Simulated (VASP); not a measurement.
# The low-index faces of Li

Aim: compare the low-index faces of Li at one level of theory.

Program: VASP 6.6.1. Level of theory: PBEsol; plane waves and PAW (Li). Results are calculated unless marked as measured.

This is a report of a sequence of runs, with most program output left out.

**1. Starting point**

The structure is cubic, space group Im-3m (No. 229). Conventional cell: a = 3.490 Å, b = 3.490 Å, c = 3.490 Å, α = 90.00°, β = 90.00°, γ = 90.00°. Li has 8 Li at 3.02 Å nearest.

As a file:

```xyz
1
Lattice="-1.7450 1.7450 1.7450 1.7450 -1.7450 1.7450 1.7450 1.7450 -1.7450" Properties=species:S:1:pos:R:3 pbc="T T T"
Li    0.0000    0.0000    0.0000
```

**2. The bulk reference, job relaxation, k-mesh 15×15×15**

The bulk crystal is relaxed first, so that the slabs are cut at this functional's lattice.

Contents of INCAR:

```
SYSTEM = Li
PREC = Accurate
ENCUT = 420
EDIFF = 1E-06
NELM = 120
ISMEAR = 1
SIGMA = 0.15
LREAL = .FALSE.
ALGO = Normal
GGA = PS
NBANDS = 6
LORBIT = 11
LWAVE = .FALSE.
LCHARG = .FALSE.
KPAR = 4
IBRION = 2
NSW = 30
ISIF = 3
EDIFFG = -0.01
POTIM = 0.4
```

Contents of POSCAR:

```
Li
1.0
   -1.7450000000      1.7450000000      1.7450000000
    1.7450000000     -1.7450000000      1.7450000000
    1.7450000000      1.7450000000     -1.7450000000
Li
1
Direct
    0.0000000000      0.0000000000      0.0000000000
```

Contents of KPOINTS:

```
Automatic mesh
0
Gamma
15 15 15
0 0 0
```

PAW data sets: Li (PBE family, release 64).

On the command line:

```console
$ mpirun -np 4 vasp_std
```

Wall time 4.6 s (4 MPI ranks of AMD EPYC 7R43, shared host); peak memory 0.38 GiB; 16 s of CPU time.

This run has no spin polarisation. Its electron count is odd, so without a moment it is a metal by construction. The PAW data sets were made with PBE, which is usual practice but a small mismatch for other functionals. The run keeps the 48 symmetry operations of its start, so it cannot find a distortion of lower symmetry.

The steps of the relaxation:

```tsv
step	energy less that of the first step (eV)	largest force (eV/Å)	pressure (GPa)	volume (Å³)
1	0.0000	0.0000	-0.53	21.25
2	-0.0005	0.0000	-0.43	21.08
3	-0.0014	0.0000	-0.12	20.58
4	-0.0015	0.0000	0.00	20.39
```

```tsv
conventional cell, symmetrised	before	after	change
a (Å)	3.490	3.442	-1.4 %
b (Å)	3.490	3.442	-1.4 %
c (Å)	3.490	3.442	-1.4 %
volume (Å³/atom)	21.25	20.39	-4.1 %
```

The relaxed structure:

```xyz
1
Lattice="-1.7210 1.7210 1.7210 1.7210 -1.7210 1.7210 1.7210 1.7210 -1.7210" Properties=species:S:1:pos:R:3 pbc="T T T"
Li    0.0000    0.0000    0.0000
```

Numbers from this step:

```yaml
electronic_cycles: 17
electrons: 1
free_energy_toten: -1.957 eV
energy_at_zero_smearing: -1.957 eV
fermi_energy: 0.4357 eV
metallic: yes
```

The run ended after 4 ionic steps, 0.001 eV below its first step, once forces and stress met EDIFFG = -0.01.

Energy at zero smearing: -1.95734 eV.

**3. The bulk reference, job self-consistent run, k-mesh 19×19×19**

Contents of INCAR:

```
SYSTEM = Li
PREC = Normal
ENCUT = 320
EDIFF = 1E-06
NELM = 120
ISMEAR = 1
SIGMA = 0.15
LREAL = .FALSE.
ALGO = Fast
GGA = PS
NBANDS = 6
LORBIT = 11
LWAVE = .FALSE.
LCHARG = .FALSE.
KPAR = 4
```

Contents of POSCAR:

```
Li
1.0
   -1.7210232403      1.7210232403      1.7210232403
    1.7210232403     -1.7210232403      1.7210232403
    1.7210232403      1.7210232403     -1.7210232403
Li
1
Direct
    0.0000000000      0.0000000000      0.0000000000
```

Contents of KPOINTS:

```
Automatic mesh
0
Gamma
19 19 19
0 0 0
```

On the command line:

```console
$ mpirun -np 4 vasp_std
```

Wall time 2.4 s (4 MPI ranks); peak memory 0.3 GiB; 6.9 s of CPU time.

Numbers from this step:

```
electronic cycles       : 10
free energy (TOTEN)     : -1.958 eV
energy at zero smearing : -1.958 eV
Fermi energy            : 0.4059 eV
```

Energy at zero smearing: -1.95754 eV.

The run ends at a pressure of 0.02 GPa.

**4. Surface relaxation, 7 atoms, face Li(110)**

System of this step: Li(110). The cell holds 7 atoms: 7 Li. Cell: a = 3.442 Å, b = 2.981 Å, c = 29.603 Å, α = 90.0°, β = 90.0°, γ = 54.7°. It derives from Li. 7 layers of bcc Li, cut at this functional's lattice. Vacuum lies along c.

All atoms relax at the fixed cell.

Contents of INCAR:

```
SYSTEM = Li
PREC = Normal
ENCUT = 320
EDIFF = 1E-05
NELM = 120
ISMEAR = 1
SIGMA = 0.15
LREAL = .FALSE.
ALGO = Fast
GGA = PS
NBANDS = 10
LORBIT = 11
LWAVE = .FALSE.
LCHARG = .FALSE.
KPAR = 4
IBRION = 2
NSW = 40
ISIF = 2
EDIFFG = -0.03
POTIM = 0.4
MAXMIX = 40
```

Contents of POSCAR:

```
Li
1.0
    3.4420464806      0.0000000000      0.0000000000
    1.7210232403      2.4338944076      0.0000000000
    0.0000000000      0.0000000000     29.6033664455
Li
7
Direct
    0.0000000000      0.0000000000      0.2533495600
    0.5000000000      0.0000000000      0.3355663800
    0.0000000000      0.0000000000      0.4177831900
    0.5000000000      0.0000000000      0.5000000000
    0.0000000000      0.0000000000      0.5822168100
    0.5000000000      0.0000000000      0.6644336200
    0.0000000000      0.0000000000      0.7466504400
```

Contents of KPOINTS:

```
Automatic mesh
0
Gamma
12 12 1
0 0 0
```

On the command line:

```console
$ mpirun -np 4 vasp_std
```

It took 28 s on 4 MPI ranks; peak memory 0.68 GiB.

The run keeps the 8 symmetry operations of its start, so it cannot find a distortion of lower symmetry.

The steps of the relaxation:

```tsv
step	energy less that of the first step (eV)	largest force (eV/Å)
1	0.0000	0.0730
2	-0.0007	0.0700
3	-0.0025	0.0602
4	-0.0050	0.0403
5	-0.0059	0.0458
6	-0.0063	0.0323
7	-0.0068	0.0231
```

The atoms that moved most (Å):

```tsv
atom	dx	dy	dz	length
Li7	0.000	0.000	-0.054	0.054
Li1	0.000	0.000	0.054	0.054
Li6	0.000	0.000	0.037	0.037
Li2	0.000	0.000	-0.037	0.037
Li3	0.000	0.000	-0.015	0.015
Li5	0.000	0.000	0.015	0.015
```

Final coordinates:

```cif
data_structure
_symmetry_space_group_name_H-M 'P 1'
_symmetry_Int_Tables_number 1
_cell_length_a 3.4420
_cell_length_b 2.9809
_cell_length_c 29.6034
_cell_angle_alpha 90.000
_cell_angle_beta 90.000
_cell_angle_gamma 54.736
_cell_volume 248.00
loop_
_atom_site_label
_atom_site_type_symbol
_atom_site_fract_x
_atom_site_fract_y
_atom_site_fract_z
_atom_site_occupancy
Li1 Li 0.00000 0.00000 0.25517 1
Li2 Li 0.50000 0.00000 0.33431 1
Li3 Li 0.00000 0.00000 0.41727 1
Li4 Li 0.50000 0.00000 0.50000 1
Li5 Li 0.00000 0.00000 0.58273 1
Li6 Li 0.50000 0.00000 0.66569 1
Li7 Li 0.00000 0.00000 0.74483 1
```

Numbers from this step:

* electronic cycles: 42
* electrons: 7
* free energy (TOTEN): -13.15 eV
* energy at zero smearing: -13.15 eV
* Fermi energy: -1.04 eV

The run ended after 7 ionic steps, 0.007 eV below its first step, once the forces on the free atoms met EDIFFG = -0.03.

**5. Vacuum level and density of states, 7 atoms, face Li(110)**

A static run writes the electrostatic potential without exchange and correlation (LVHAR), which is flat in the vacuum and gives the level to count from. The dipole correction cancels the field that unlike faces would set up across the vacuum.

Contents of INCAR:

```
SYSTEM = Li
PREC = Normal
ENCUT = 320
EDIFF = 1E-06
NELM = 120
ISMEAR = 1
SIGMA = 0.15
LREAL = .FALSE.
ALGO = Fast
GGA = PS
NBANDS = 10
LORBIT = 11
LWAVE = .FALSE.
LCHARG = .TRUE.
KPAR = 4
IDIPOL = 3
LDIPOL = .TRUE.
DIPOL = 0.5 0.5 0.5
LVHAR = .TRUE.
LVACPOTAV = .TRUE.
NEDOS = 1500
```

Contents of POSCAR:

```
Li
1.0
    3.4420464806      0.0000000000      0.0000000000
    1.7210232403      2.4338944076      0.0000000000
    0.0000000000      0.0000000000     29.6033664455
Li
7
Direct
    0.0000000000      0.0000000000      0.2551739243
    0.5000000000      0.0000000000      0.3343077870
    0.0000000000      0.0000000000      0.4172746557
    0.5000000000      0.0000000000      0.5000000000
    0.0000000000      0.0000000000      0.5827253443
    0.5000000000      0.0000000000      0.6656922130
    0.0000000000      0.0000000000      0.7448260757
```

KPOINTS is that of step 4.

On the command line:

```console
$ mpirun -np 4 vasp_std
```

Elapsed: 16 s, on 4 MPI ranks; peak memory 0.64 GiB.

This step gave:

* electronic cycles: 22
* Fermi energy: -1.037 eV
* dipole moment: 0, 0, 0 e·Å
* vacuum levels: 2.175, 2.175 eV
* work functions of the upper and lower face: 3.212, 3.212 eV

The planar average of the electrostatic potential oscillates, so the rows of the table below give means over windows of 2.43 Å about each position, cut where the curve ends. Its maxima inside the range that stand out by 2 % of the span (Å: eV): 8.7: 1.58, 11.1: 1.85, 13.5: 1.80, 16.1: 1.80, 18.5: 1.85, 20.9: 1.58. Its minima: 7.5: -3.46, 9.9: -3.12, 12.4: -3.14, 14.8: -3.17, 17.2: -3.14, 19.7: -3.12, 22.1: -3.46.

Zero at the Fermi level. The planar average of the electrostatic potential by height; means over each step:

height (Å), planar average of the electrostatic potential (eV) and a bar from the least value:
```
     1.22       3.21 ##############################
     3.65       3.19 ##############################
     6.08       1.54 #################
     8.51      -0.68 
    10.94      -0.32 ###
    13.37      -0.36 ###
    15.80      -0.36 ##
    18.23      -0.32 ###
    20.66      -0.62 #
    23.09       0.39 ########
    25.52       3.17 ##############################
    27.95       3.21 ##############################
```

Density of states in the PAW spheres, an atom over height of the layer and energy from the Fermi level.

Ten even steps from '0' (0.000 states/eV) to '9' (0.134 states/eV), each cell a mean:
```
9778779
9998999
5566655
6666666
5555555
4444444
4444444
3333333
2323232
1221221
0000000
0000000
0000000
0000000
0000000
0000000
0000000
0000000
0000000
0000000
0000000
0000000
```
Columns: height of the layer (Å) from 7.6 to 22; rows upwards: energy from the Fermi level (eV) from -7.9 to 0.5.

Valence density in the ca plane at fractional y = 0.000, with atoms of Li within 0.2 Å of it. It is the smooth field of the valence electrons, not physical close to the nuclei.

Values in e/Å³, 5 rows by 16 columns, each cell a mean:
```
0.047 0.030 0.046 0.051 0.052 0.044 0.030 0.048 0.051 0.053 0.041 0.025 0.015 0.004 0.001 0.000
0.051 0.048 0.051 0.038 0.040 0.051 0.048 0.051 0.036 0.044 0.057 0.043 0.018 0.004 0.001 0.000
0.051 0.053 0.052 0.030 0.033 0.052 0.053 0.050 0.028 0.038 0.060 0.047 0.019 0.004 0.001 0.000
0.050 0.043 0.051 0.043 0.044 0.050 0.044 0.051 0.041 0.048 0.054 0.038 0.018 0.004 0.001 0.000
0.045 0.026 0.044 0.052 0.053 0.042 0.027 0.047 0.053 0.054 0.037 0.021 0.014 0.004 0.001 0.000
```
Columns run along c (16.0 Å, from fractional 0.37 to 0.91 of the cell), rows up along a (3.4 Å). Atoms in or near the plane, at fractional coordinates: Li at (0.42, 0.00), Li at (0.50, 0.50), Li at (0.58, 0.00), Li at (0.67, 0.50), Li at (0.74, 0.00).

The map of layer states is cut here 0.5 eV above the Fermi level, so it leaves out the states above that.

The vacuum level lies 3.21 eV above the Fermi level at the upper face; both faces agree, as the slab has next to no dipole.

The program found no field-free point at its default tolerance, but its printed level agrees with the flat part of the planar average.

On this mesh the fine structure of the density of states is sampling noise, and high empty states may be cut by the number of bands.

**6. Relaxing the slab, 9 atoms, face Li(100)**

System of this step: Li(100). The cell holds 9 atoms: 9 Li. Its edges and angles: a = 3.442 Å, b = 3.442 Å, c = 28.768 Å, α = 90.0°, β = 90.0°, γ = 90.0°. It derives from Li. 9 layers of bcc Li, cut at this functional's lattice. Vacuum lies along c.

Contents of INCAR:

```
SYSTEM = Li
PREC = Normal
ENCUT = 320
EDIFF = 1E-05
NELM = 120
ISMEAR = 1
SIGMA = 0.15
LREAL = .FALSE.
ALGO = Fast
GGA = PS
NBANDS = 13
LORBIT = 11
LWAVE = .FALSE.
LCHARG = .FALSE.
KPAR = 4
IBRION = 2
NSW = 40
ISIF = 2
EDIFFG = -0.03
POTIM = 0.4
MAXMIX = 40
```

Contents of POSCAR:

```
Li
1.0
    3.4420464806      0.0000000000      0.0000000000
    0.0000000000      3.4420464806      0.0000000000
    0.0000000000      0.0000000000     28.7681859224
Li
9
Direct
    0.0000000000      0.0000000000      0.2607046600
    0.5000000000      0.5000000000      0.3205284900
    0.0000000000      0.0000000000      0.3803523300
    0.5000000000      0.5000000000      0.4401761600
    0.0000000000      0.0000000000      0.5000000000
    0.5000000000      0.5000000000      0.5598238400
    0.0000000000      0.0000000000      0.6196476700
    0.5000000000      0.5000000000      0.6794715100
    0.0000000000      0.0000000000      0.7392953400
```

Contents of KPOINTS:

```
Automatic mesh
0
Gamma
9 9 1
0 0 0
```

On the command line:

```console
$ mpirun -np 4 vasp_std
```

Elapsed: 14 s, on 4 MPI ranks; peak memory 0.6 GiB; 53 s of CPU time.

The run keeps the 16 symmetry operations of its start, so it cannot find a distortion of lower symmetry.

Step by step:

```tsv
step	energy less that of the first step (eV)	largest force (eV/Å)
1	0.0000	0.1072
2	-0.0013	0.0989
3	-0.0048	0.0751
4	-0.0090	0.0273
```

The atoms that moved most (Å):

```tsv
atom	dx	dy	dz	length
Li2	0.000	0.000	0.041	0.041
Li8	0.000	0.000	-0.041	0.041
Li1	0.000	0.000	-0.029	0.029
Li9	0.000	0.000	0.029	0.029
Li6	0.000	0.000	0.012	0.012
Li4	0.000	0.000	-0.012	0.012
```

The relaxed structure:

```xyz
9
Lattice="3.4420 0.0000 0.0000 0.0000 3.4420 0.0000 0.0000 0.0000 28.7682" Properties=species:S:1:pos:R:3
Li    0.0000    0.0000    7.4710
Li    1.7210    1.7210    9.2624
Li    0.0000    0.0000   10.9425
Li    1.7210    1.7210   12.6513
Li    0.0000    0.0000   14.3841
Li    1.7210    1.7210   16.1169
Li    0.0000    0.0000   17.8257
Li    1.7210    1.7210   19.5058
Li    0.0000    0.0000   21.2972
```

This step gave:

| Item | Value |
| --- | --- |
| electronic cycles | 31 |
| electrons | 9 |
| free energy (TOTEN) | -16.91 eV |
| energy at zero smearing | -16.92 eV |
| Fermi energy | -1.072 eV |

The run ended after 4 ionic steps, 0.009 eV below its first step, once the forces on the free atoms met EDIFFG = -0.03.

**7. Potential and states of the slab, 9 atoms, face Li(100)**

Contents of INCAR:

```
SYSTEM = Li
PREC = Normal
ENCUT = 320
EDIFF = 1E-06
NELM = 120
ISMEAR = 1
SIGMA = 0.15
LREAL = .FALSE.
ALGO = Fast
GGA = PS
NBANDS = 13
LORBIT = 11
LWAVE = .FALSE.
LCHARG = .TRUE.
KPAR = 4
IDIPOL = 3
LDIPOL = .TRUE.
DIPOL = 0.5 0.5 0.5
LVHAR = .TRUE.
LVACPOTAV = .TRUE.
NEDOS = 1500
```

Contents of POSCAR:

```
Li
1.0
    3.4420464806      0.0000000000      0.0000000000
    0.0000000000      3.4420464806      0.0000000000
    0.0000000000      0.0000000000     28.7681859224
Li
9
Direct
    0.0000000000      0.0000000000      0.2596971520
    0.5000000000      0.5000000000      0.3219666772
    0.0000000000      0.0000000000      0.3803690461
    0.5000000000      0.5000000000      0.4397665074
    0.0000000000      0.0000000000      0.5000000000
    0.5000000000      0.5000000000      0.5602334926
    0.0000000000      0.0000000000      0.6196309539
    0.5000000000      0.5000000000      0.6780333228
    0.0000000000      0.0000000000      0.7403028480
```

KPOINTS is that of step 6.

On the command line:

```console
$ mpirun -np 4 vasp_std
```

Wall time 10 s (4 MPI ranks); peak memory 0.58 GiB.

This step gave:

* electronic cycles: 21
* vacuum levels: 1.957, 1.957 eV
* work functions of the upper and lower face: 3.029, 3.029 eV

The planar average of the electrostatic potential oscillates, so the rows of the table below give means over windows of 1.71 Å about each position, cut where the curve ends. Its maxima inside the range that stand out by 2 % of the span (Å: eV): 8.4: 0.626, 10.2: 0.425, 11.8: 0.567, 13.5: 0.551, 15.3: 0.551, 17.0: 0.567, 18.6: 0.425, 20.3: 0.626. Its minima: 7.4: -1.82, 9.2: -1.43, 11.0: -1.40, 12.7: -1.40, 14.4: -1.46, 16.1: -1.40, 17.8: -1.40, 19.5: -1.43, 21.3: -1.82.

Zero at the Fermi level. Table of planar average of the electrostatic potential by height; means over each step:

```tsv
height (Å)	planar average of the electrostatic potential (eV)
0.85	3.03
2.56	3.03
4.28	2.99
5.98	2.09
7.70	-0.613
9.41	-0.443
11.12	-0.404
12.82	-0.398
14.54	-0.432
16.25	-0.397
17.96	-0.430
19.66	-0.408
21.38	-0.566
23.09	2.46
24.79	3.01
26.50	3.03
28.21	3.03
```

Density of states in the PAW spheres, an atom over height of the layer and energy from the Fermi level.

Values in states/eV, 22 rows by 9 columns, each cell a mean:
```
0.111 0.114 0.113 0.110 0.113 0.110 0.113 0.114 0.111
0.099 0.108 0.108 0.112 0.117 0.112 0.108 0.108 0.099
0.090 0.105 0.112 0.106 0.101 0.106 0.112 0.105 0.090
0.069 0.073 0.065 0.068 0.076 0.068 0.065 0.073 0.069
0.068 0.082 0.082 0.076 0.069 0.076 0.082 0.082 0.068
0.055 0.067 0.064 0.073 0.074 0.073 0.064 0.067 0.055
0.044 0.057 0.053 0.053 0.048 0.053 0.053 0.057 0.044
0.034 0.055 0.050 0.052 0.060 0.052 0.050 0.055 0.034
0.025 0.045 0.042 0.036 0.037 0.036 0.042 0.045 0.025
0.012 0.027 0.033 0.030 0.027 0.030 0.033 0.027 0.012
0.002 0.005 0.008 0.011 0.011 0.011 0.008 0.005 0.002
0.000 0.000 0.000 0.000 0.000 0.000 0.000 0.000 0.000
0.000 0.000 0.000 0.000 0.000 0.000 0.000 0.000 0.000
0.000 0.000 0.000 0.000 0.000 0.000 0.000 0.000 0.000
0.000 0.000 0.000 0.000 0.000 0.000 0.000 0.000 0.000
0.000 0.000 0.000 0.000 0.000 0.000 0.000 0.000 0.000
0.000 0.000 0.000 0.000 0.000 0.000 0.000 0.000 0.000
0.000 0.000 0.000 0.000 0.000 0.000 0.000 0.000 0.000
0.000 0.000 0.000 0.000 0.000 0.000 0.000 0.000 0.000
0.000 0.000 0.000 0.000 0.000 0.000 0.000 0.000 0.000
0.000 0.000 0.000 0.000 0.000 0.000 0.000 0.000 0.000
0.000 0.000 0.000 0.000 0.000 0.000 0.000 0.000 0.000
```
Columns: height of the layer (Å) from 7.5 to 21.3 (not evenly spaced); rows upwards: energy from the Fermi level (eV) from -7.9 to 0.5.

(Part 1 of 2 ends here.)

[Lines on the potential files, build, host, timing and source positions are cut from VASP's logs without a mark.]

[Logs are printed without paths, hosts, clocks, repeated set-up lines and the standing remarks that a program may print on its own settings, such as how far it seeks lower states.]

[Hosts, paths, dates, database ids (printed as entryN), source tags and the programs' standing remarks are cut or masked in the printed files.]

[Runs that stopped without an error message from VASP are left out.]
